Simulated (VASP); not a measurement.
A run of VASP 6.6.1:

File INCAR:

```
ALGO = Fast
EDIFF = 1E-6
ENCUT = 520
GGA = PE
ISIF = 2
ISMEAR = 0
LASPH = T
LCHARG = F
LMAXMIX = 4
LREAL = F
LWAVE = F
NELM = 100
PREC = Accurate
SIGMA = 0.1
```

File KPOINTS:

```
k-points
0
Gamma
  10 10 4
```

POSCAR

```
Ti2SiTe2
1.0
    3.6591360000      0.0000000000      0.0000000000
   -1.8295680000      3.1689050000      0.0000000000
    0.0000000000      0.0000000000     10.1759100000
Ti Si Te
2 1 2
Direct
    0.3333330000      0.6666670000      0.1426560000
    0.6666670000      0.3333330000      0.8573440000
    0.0000000000      0.0000000000      0.0000000000
    0.6666670000      0.3333330000      0.3187160000
    0.3333330000      0.6666670000      0.6812840000
```

File KPOINTS_OPT:

```
path GMKGALHA,LM,KH
20
line-mode
reciprocal
 0.0000000000  0.0000000000  0.0000000000  G
 0.5000000000  0.0000000000  0.0000000000  M

 0.5000000000  0.0000000000  0.0000000000  M
 0.3333333333  0.3333333333  0.0000000000  K

 0.3333333333  0.3333333333  0.0000000000  K
 0.0000000000  0.0000000000  0.0000000000  G

 0.0000000000  0.0000000000  0.0000000000  G
 0.0000000000  0.0000000000  0.5000000000  A

 0.0000000000  0.0000000000  0.5000000000  A
 0.5000000000  0.0000000000  0.5000000000  L

 0.5000000000  0.0000000000  0.5000000000  L
 0.3333333333  0.3333333333  0.5000000000  H

 0.3333333333  0.3333333333  0.5000000000  H
 0.0000000000  0.0000000000  0.5000000000  A

 0.5000000000  0.0000000000  0.5000000000  L
 0.5000000000  0.0000000000  0.0000000000  M

 0.3333333333  0.3333333333  0.0000000000  K
 0.3333333333  0.3333333333  0.5000000000  H
```

Potentials or basis: VASP PAW PBE potentials, release 64 (Ti_sv, Si, Te).

Launch:

```bash
$ cat potpaw_PBE.64/Ti_sv/POTCAR potpaw_PBE.64/Si/POTCAR potpaw_PBE.64/Te/POTCAR > POTCAR
$ mpirun -np 1 vasp_std > vasp.out
```

Hardware: 1 thread of Intel(R) Xeon(R) Platinum 8259CL CPU @ 2.50GHz (Skylake/Cascade Lake), with other jobs on the host.

**Question.** How long does it take, and how much memory?

**Answer.** Run time: 15 min on 1 thread of Intel(R) Xeon(R) Platinum 8259CL CPU @ 2.50GHz (Skylake/Cascade Lake) (shared host), peak memory 0.41 GiB. Counts: scf iterations 91, k points 50.
